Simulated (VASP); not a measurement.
Runs of VASP 6.6.1 on Sc. The structure is hexagonal, space group P6_3/mmc (No. 194). The conventional cell has a = 3.309 Å, b = 3.309 Å, c = 5.273 Å, α = 90.00°, β = 90.00°, γ = 120.00°. Around Sc (site symmetry -6m2) lie 12 Sc at 3.26 to 3.31 Å. 

```tsv
level	potentials or basis	gap on the mesh (eV)	pressure (GPa)	relaxed volume (Å³/atom)
PBE+D3(BJ)	VASP PAW PBE potentials, release 64 (Sc_sv)	none	0.0	23.45
PBE	VASP PAW PBE potentials, release 64 (Sc_sv)	none	0.0	(b)
PBEsol	VASP PAW PBE potentials, release 64 (Sc_sv)	none	0.1	23.62
r2SCAN	VASP PAW PBE potentials, release 64 (Sc_sv)	none	0.0	24.99
LDA	VASP PAW LDA potentials, release 64 (Sc_sv)	none	0.0	(a)
```

Alike in all rows: task relaxation of cell and atoms; no spin polarisation; cell relaxed; k mesh 15 × 15 × 8; cutoff (eV) 600; smearing methfessel-paxton 0.1 eV.

**Question.** Estimate the missing entries.

**Answer.** (a) 22.53; (b) 24.63.

Caveats: the PAW data sets were made with another functional, which shifts forces and pressure a little (some runs); pairwise dispersion overbinds metals, which lowers pressure and volume (some runs).

A k mesh can miss the band edges.

A gap of «none» marks a metal or a gap under the smearing width.

Not every run made on this cell is shown here.
